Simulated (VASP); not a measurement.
These are optB88-vdW, VASP's PBE PAW potentials (set 64) (plane waves; VASP 6.6.1) values and carry that method's errors. For the first row: Settings: 520 eV cut-off, 6×6×6 Γ-centred mesh, Gaussian smearing of 0.050 eV, potentials Mg Si.

```
system                energy (eV/atom)
--------------------  ----------------
Mg₂Si (antifluorite)           -1.5548
Mg (hcp)                        0.0763
Si (diamond)                   -4.1722
```

The references are the elements' solids at the same level; no temperature or zero-point terms are added.

Problem. What is the formation energy per atom of Mg₂Si?

Solution. The references average (2×(0.0763) + 1×(-4.1722))/3 = -1.3399 eV, so the formation energy is -1.5548 − (-1.3399) = -0.215 eV/atom.
